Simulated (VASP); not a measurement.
Energy against volume of TiO2 (anatase). Level of theory: PBE GGA with D4 dispersion, VASP's PBE PAW potentials (set 64) (plane waves; VASP). Run with 520 eV cut-off, 8×8×8 Γ-centred mesh, Gaussian smearing of 0.050 eV, potentials Ti_sv O.

Shape and ions are relaxed at each volume.

```
V (Å³/atom)  E (eV/atom)
-----------  -----------
10.808          -9.13684
11.153          -9.15522
11.498          -9.16125
11.842          -9.15602
```

**Question.** Fit these four points and predict the energy of the run at 12.187 Å³/atom.

**Answer.** A cubic in V^(−2/3), the third-order Birch-Murnaghan form, passes through the four points with V0 = 11.50 Å³/atom and B0 = 174 GPa, and gives -9.1405 eV/atom there. The run gave -9.1407 eV/atom, -0.2 meV/atom from the fit; all five points give B0 = 173 GPa.

The compound is TiO2 in the anatase structure, one of several forms; rutile is the usual stable one. It was relaxed first.
